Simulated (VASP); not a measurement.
# CsLiCr2Te2S3 (P3m1) in VASP: relaxation of cell and atoms with PBE

Aim: the relaxation of cell and atoms of CsLiCr2Te2S3 with PBE.

Everything below comes from runs of VASP 6.6.1. Logs are shortened: lines on timing, memory, paths and dates and some standing lists are left out, and cuts for length are marked.

## (1) Starting point

The structure is trigonal, space group P3m1 (No. 156). Conventional cell: a = 3.700 Å, b = 3.700 Å, c = 17.200 Å, α = 90.00°, β = 90.00°, γ = 120.00°. Cs (site symmetry 3m) has 3 Te at 3.03 Å and 3 S at 3.09 Å as nearest neighbours. Li (site symmetry 3m) has 6 S at 2.55 to 2.56 Å as nearest neighbours. Around Cr (site symmetry 3m) lie 6 S at 2.52 to 2.53 Å. Cr (site symmetry 3m) has 6 Te at 2.69 to 2.71 Å as nearest neighbours. Te (site symmetry 3m) is surrounded by 3 Cr at 2.69 Å. Te (site symmetry 3m) is surrounded by 3 Cr at 2.71 Å and 3 Cs at 3.03 Å. S (site symmetry 3m) is surrounded by 3 Cr at 2.52 Å and 3 Li at 2.55 Å. Around S (site symmetry 3m) lie 3 Cr at 2.53 Å.

The cell was built by a generator and needn't be a form met in nature.

## (2) Relaxation of cell and atoms, PBE, collinear spin, ferromagnetic start

INCAR reads:

```
ALGO     = Fast           # electronic algorithm
EDIFF    = 1E-4           # SCF threshold, eV
EDIFFG   = -0.08          # ionic threshold
ENCUT    = 520            # plane-wave cutoff, eV
GGA      = PE             # functional
IBRION   = 2              # ionic algorithm
ISIF     = 3              # what is computed and relaxed
ISMEAR   = 0              # smearing method
ISPIN    = 2              # spin polarisation
LASPH    = True           # aspherical terms in the spheres
LCHARG   = False          # write CHGCAR
LMAXMIX  = 4              # l up to which the mixer works
LORBIT   = 11             # projections on sites
LREAL    = Auto         
LWAVE    = False          # write WAVECAR
MAGMOM   = 0 0 3 3 0 0 0 0 0 # initial moments
NELM     = 60             # most SCF steps
NSW      = 24             # ionic steps
PREC     = Normal         # precision mode
SIGMA    = 0.15           # smearing width, eV
```

KPOINTS reads:

```
k-points
0
Gamma
  4 4 1
```

POSCAR reads:

```
CsLiCr2Te2S3
1.0
    3.7000000000      0.0000000000      0.0000000000
   -1.8500000000      3.2042939900      0.0000000000
    0.0000000000      0.0000000000     17.2000000000
Cs Li Cr Te S
1 1 2 2 3
Direct
    0.3333333300      0.6666666700      0.4500000000
    0.0000000000      0.0000000000      0.2380000000
    0.6666666700      0.3333333300      0.0790000000
    0.0000000000      0.0000000000      0.6720000000
    0.3333333300      0.6666666700      0.7670000000
    0.6666666700      0.3333333300      0.5750000000
    0.3333333300      0.6666666700      0.1570000000
    0.0000000000      0.0000000000      0.0000000000
    0.6666666700      0.3333333300      0.3200000000
```

Potentials or basis: VASP PAW PBE potentials, release 64 (Cs_sv, Li_sv, Cr_pv, Te, S).

Launch:

```
cat potpaw_PBE.64/Cs_sv/POTCAR potpaw_PBE.64/Li_sv/POTCAR potpaw_PBE.64/Cr_pv/POTCAR potpaw_PBE.64/Te/POTCAR potpaw_PBE.64/S/POTCAR > POTCAR
mpirun -np 1 vasp_std > vasp.out
```

OUTCAR:

```text
EDIFF = 1E-4
   EDIFFG = -0.08
   ENCUT = 520
   GGA = PE
   IBRION = 2
   ISIF = 3
   ISMEAR = 0
   ISPIN = 2
   LASPH = True
   LORBIT = 11
   LREAL = Auto
   NELM = 60
   NSW = 24
   PREC = Normal

 ion  position               nearest neighbor table
   1  0.333  0.667  0.450-   6 3.03   6 3.03   6 3.03
   2  0.000  0.000  0.238-   7 2.55   7 2.55   7 2.55   9 2.56   9 2.56   9 2.56
   3  0.667  0.333  0.079-   7 2.52   7 2.52   7 2.52   8 2.53   8 2.53   8 2.53
   4  0.000  0.000  0.672-   5 2.69   5 2.69   5 2.69   6 2.71   6 2.71   6 2.71
   5  0.333  0.667  0.767-   4 2.69   4 2.69   4 2.69
   6  0.667  0.333  0.575-   4 2.71   4 2.71   4 2.71   1 3.03   1 3.03   1 3.03
   7  0.333  0.667  0.157-   3 2.52   3 2.52   3 2.52   2 2.55   2 2.55   2 2.55
   8  0.000  0.000  0.000-   3 2.53   3 2.53   3 2.53
   9  0.667  0.333  0.320-   2 2.56   2 2.56   2 2.56

  LATTYP: Found a hexagonal cell.
 ALAT       =     3.7000000000
 C/A-ratio  =     4.6486486486

  Lattice vectors:

 A1 = (   3.7000000000,   0.0000000000,   0.0000000000)
 A2 = (  -1.8500000000,   3.2042939900,   0.0000000000)
 A3 = (   0.0000000000,   0.0000000000,  17.2000000000)

Analysis of symmetry for initial positions (statically):
=====================================================================
 Subroutine PRICEL returns:
 Original cell was already a primitive cell.

 Routine SETGRP: Setting up the symmetry group for a
 hexagonal supercell.

 Subroutine GETGRP returns: Found  6 space group operations
 (whereof  6 operations were pure point group operations)
 out of a pool of 24 trial point group operations.

The static configuration has the point symmetry C_3v.

Analysis of symmetry for dynamics (positions and initial velocities):
=====================================================================
 Subroutine PRICEL returns:
 Original cell was already a primitive cell.

 Routine SETGRP: Setting up the symmetry group for a
 hexagonal supercell.

 Subroutine GETGRP returns: Found  6 space group operations
 (whereof  6 operations were pure point group operations)
 out of a pool of 24 trial point group operations.

The dynamic configuration has the point symmetry C_3v.

Analysis of structural, dynamic, and magnetic symmetry:
=====================================================================
 Subroutine PRICEL returns:
 Original cell was already a primitive cell.

 Routine SETGRP: Setting up the symmetry group for a
 hexagonal supercell.

 Subroutine GETGRP returns: Found  6 space group operations
 (whereof  6 operations were pure point group operations)
 out of a pool of 24 trial point group operations.

The overall configuration has the point symmetry C_3v.

 Subroutine INISYM returns: Found  6 space group operations
 (whereof  6 operations are pure point group operations),
 and found     1 'primitive' translations

----------------------------------------------------------------------------------------

                                     Primitive cell

  volume of cell :     203.9213

  direct lattice vectors                    reciprocal lattice vectors
     3.700000000  0.000000000  0.000000000     0.270270270  0.156040613  0.000000000
    -1.850000000  3.204293990  0.000000000     0.000000000  0.312081227  0.000000000
     0.000000000  0.000000000 17.200000000     0.000000000  0.000000000  0.058139535

  length of vectors
     3.700000000  3.699999997 17.200000000     0.312081227  0.312081227  0.058139535

  position of ions in fractional coordinates (direct lattice)
     0.333333330  0.666666670  0.450000000
     0.000000000  0.000000000  0.238000000
     0.666666670  0.333333330  0.079000000
     0.000000000  0.000000000  0.672000000
     0.333333330  0.666666670  0.767000000
     0.666666670  0.333333330  0.575000000
     0.333333330  0.666666670  0.157000000
     0.000000000  0.000000000  0.000000000
     0.666666670  0.333333330  0.320000000

  ion indices of the primitive-cell ions
   primitive index   ion index
                 1           1
                 2           2
                 3           3
                 4           4
                 5           5
[... 44 lines left out ...]
   NGXF,Y,Z  is equivalent  to a cutoff of  21.57, 21.57, 18.56 a.u.
 SYSTEM =  unknown system
   PREC   = normal    normal or accurate (medium, high low for compatibility)
   ISTART =      0    job   : 0-new  1-cont  2-samecut
   ICHARG =      2    charge: 1-file 2-atom 10-const
   ISPIN  =      2    spin polarized calculation?
   LNONCOLLINEAR =      F non collinear calculations
   LSORBIT =      F    spin-orbit coupling
   LASPH  =      T    aspherical Exc in radial PAW
   ENCUT  =  520.0 eV  38.22 Ry    6.18 a.u.   6.88  6.88 31.98*2*pi/ulx,y,z
   NELM   =     60;   NELMIN=  2; NELMDL= -5     # of ELM steps
   EDIFF  = 0.1E-03   stopping-criterion for ELM
   LREAL  =      T    real-space projection
   EDIFFG = -.8E-01   stopping-criterion for IOM
   NSW    =     24    number of steps for IOM
   IBRION =      2    ionic relax: 0-MD 1-quasi-New 2-CG
   NFREE  =      1    steps in history (QN), initial steepest desc. (CG)
   ISIF   =      3    stress and relaxation
   ISYM   =      2    0-nonsym 1-usesym 2-fastsym
   POTIM  = 0.5000    time-step for ionic-motion
   TEBEG  =    0.0;   TEEND  =   0.0 temperature during run
   PSTRESS=    0.0 pullay stress
   NELECT =      66.0000    total number of electrons
   NUPDOWN=      -1.0000    fix difference up-down
   EMIN   =  10.00;   EMAX   =-10.00  energy-range for DOS
   EFERMI =   0.00;   METHOD = LEGACY
   ISMEAR =     0;   SIGMA  =   0.15  broadening in eV -4-tet -1-fermi 0-gaus
   EFERMI_NEDOS =   21; number of points for ismear=-14 and -15
   IALGO  =     68    algorithm
   IMIX   =      4    mixing-type and parameters
     AMIX     =   0.40;   BMIX     =  1.00
     AMIX_MAG =   1.60;   BMIX_MAG =  1.00
  volume/ion in A,a.u.               =      22.66       152.90
  Fermi-wavevector in a.u.,A,eV,Ry     =   1.124006  2.124063 17.189458  1.263390
  Thomas-Fermi vector in A             =   2.260675
   LORBIT       =     11    0 simple, 1 ext, 2 COOP (PROOUT), +10 PAW based schemes
   GGA     = PE    functional components
   LHFCALC =     F    Hartree Fock is set to
   AEXX    =    0.0000 exact exchange contribution
   IVDW    =     0    specifies the selected vdW correction
   LEPSILON=     F    determine dielectric tensor
   LRPA    =     F    only Hartree local field effects (RPA)
 conjugate gradient relaxation of ions
 spin polarized calculation
 RMM-DIIS sequential band-by-band and
 Gauss-broadening in eV      SIGMA  =   0.15
  energy-cutoff  :      520.00
  volume of cell :      203.92
 maximum number of plane-waves:      5518
   NGX = 13   NGY = 13   NGZ = 63

--------------------------------------- Ionic step        1  -------------------------------------------

 number of electron      66.0000031 magnetization       5.0659937

 Free energy of the ion-electron system (eV)
  ---------------------------------------------------
  ext. energy  EPLUGINS =         0.00000000
  ---------------------------------------------------
  free energy    TOTEN  =       -42.71016197 eV

  energy without entropy =      -42.64027182  energy(sigma->0) =      -42.67521690

------------------------ aborting loop because EDIFF is reached ----------------------------------------

  FORCE on cell =-STRESS in cart. coord.  units (eV):
  Direction    XX          YY          ZZ          XY          YZ          ZX
  --------------------------------------------------------------------------------------
  -------------------------------------------------------------------------------------
  Total        4.0228884      4.0228884      9.5348054     -0.0000000      0.0000000      0.0000000
  in kB       31.6072009     31.6072008     74.9134662     -0.0000000      0.0000000      0.0000000
  external PRESSURE =      46.0426226 kB  Pullay stress =       0.0000000 kB
[... 110 lines left out ...]
  FREE ENERGIE OF THE ION-ELECTRON SYSTEM (eV)
  ---------------------------------------------------
  free  energy   TOTEN  =       -44.1413019913 eV

  energy  without entropy=      -44.0656542749  energy(sigma->0) =      -44.10347813

 E-fermi :   3.5177     XC(G=0):  -8.8388

 val. band max:        3.4039850975   @ k =   0.2500   0.0000   0.0000
 cond. band min:       3.5472096902   @ k =   0.2500   0.2500   0.0000
 fundamental gap:      0.1432245927
 Fermi energy:         3.5176680474

 spin component 1

 k-point     1 :       0.0000    0.0000    0.0000
  band No.  band energies     occupation
      1     -41.2485      1.00000
      2     -40.5431      1.00000
      3     -40.5046      1.00000
      4     -40.5046      1.00000
      5     -40.2583      1.00000
      6     -40.2412      1.00000
[... 352 lines left out ...]
     41       6.7131      0.00000
     42       7.2446      0.00000

[... ionic steps 4 to 14 ...]

--------------------------------------- Ionic step       15  -------------------------------------------

 number of electron      65.9999973 magnetization       4.5254179

------------------------ aborting loop because EDIFF is reached ----------------------------------------
[... 81 lines left out ...]
--------------------------------------- Ionic step       17  -------------------------------------------

 number of electron      65.9999924 magnetization       4.5181033

 Free energy of the ion-electron system (eV)
  ---------------------------------------------------
  ext. energy  EPLUGINS =         0.00000000
  ---------------------------------------------------
  free energy    TOTEN  =       -44.91933103 eV

  energy without entropy =      -44.86330685  energy(sigma->0) =      -44.89131894

 E-fermi :   3.5031     XC(G=0):  -8.8300

 val. band max:        3.3930384408   @ k =   0.2500   0.0000   0.0000
 cond. band min:       3.5337334767   @ k =   0.2500   0.2500   0.0000
 fundamental gap:      0.1406950359
 Fermi energy:         3.5030677745

 spin component 1

 k-point     1 :       0.0000    0.0000    0.0000
  band No.  band energies     occupation
      1     -41.2416      1.00000
      2     -40.5582      1.00000
      3     -40.5208      1.00000
      4     -40.5208      1.00000
      5     -40.2625      1.00000
      6     -40.2467      1.00000
[... 388 lines left out ...]
  FREE ENERGIE OF THE ION-ELECTRON SYSTEM (eV)
  ---------------------------------------------------
  free  energy   TOTEN  =       -44.9193310294 eV

  energy  without entropy=      -44.8633068524  energy(sigma->0) =      -44.89131894

 reached required accuracy - stopping structural energy minimisation

 total charge

# of ion       s       p       d       tot
------------------------------------------
    1        1.846   4.678   0.085   6.608
    2        2.011   0.041   0.000   2.052
    3        0.283   6.264   4.005  10.552
    4        0.272   6.236   4.134  10.642
    5        1.387   1.967   0.035   3.389
    6        1.368   2.026   0.034   3.428
    7        1.341   2.348   0.000   3.689
    8        1.348   2.340   0.000   3.688
    9        1.345   2.344   0.000   3.688
--------------------------------------------------
tot         11.200  28.243   8.292  47.736

 magnetization (x)

# of ion       s       p       d       tot
------------------------------------------
    1        0.001  -0.002  -0.000  -0.002
    2        0.000  -0.002   0.000  -0.001
    3        0.045   0.034   2.672   2.751
    4        0.044   0.024   2.756   2.825
    5       -0.004  -0.172   0.006  -0.170
    6       -0.005  -0.151   0.007  -0.150
    7       -0.006  -0.173   0.000  -0.179
    8       -0.009  -0.247   0.000  -0.256
    9       -0.007  -0.228   0.000  -0.234
--------------------------------------------------
tot          0.061  -0.917   5.440   4.584
```

Wall time 6 min (1 thread of Intel Xeon 6975P-C (Granite Rapids), shared host); peak memory 0.31 GiB.

The run converged, but some of its settings lie outside the range that counts as converged, so its numbers aren't taken as properties of the crystal.

What came out:

```yaml
Free_energy: -44.9193 eV
Relaxed_volume: 26.04 Å³/atom
Relaxed_cell: a = 3.725 Å, b = 3.725 Å, c = 19.506 Å, α = 90.00°, β = 90.00°, γ = 120.00°
Space_group_after_relaxing_to_0.05_Å: P3m1 (No. 156)
Energy_gained_by_relaxing: 245.5 meV/atom
Ionic_steps: 17
Largest_force_after_relaxing: 0.072 eV/Å
Band_gap_on_the_k_mesh: none (metal or under the smearing width)
Net_moment: 4.52 μB per cell
Site_moments: Cs -0.00; Li -0.00; Cr +2.75, +2.83; Te -0.17, -0.15; S -0.18, -0.26, -0.23 μB
Valence_electrons_inside_the_program's_atomic_spheres: Cs 6.61; Li 2.05; Cr 10.55, 10.64; Te 3.39, 3.43; S 3.69
```

Caveat: the k mesh is coarse (spacing up to 0.49 Å⁻¹), so the values aren't converged; the cutoff is under 1.25 times the usual one of these potentials, so pressure, stress and relaxed cells hold a basis-set (Pulay) error; only a ferromagnetic start was run, and an antiferromagnetic order may lie lower in energy; the relaxation stopped at a loose force limit of 0.08 eV/Å, so its end isn't a converged minimum.
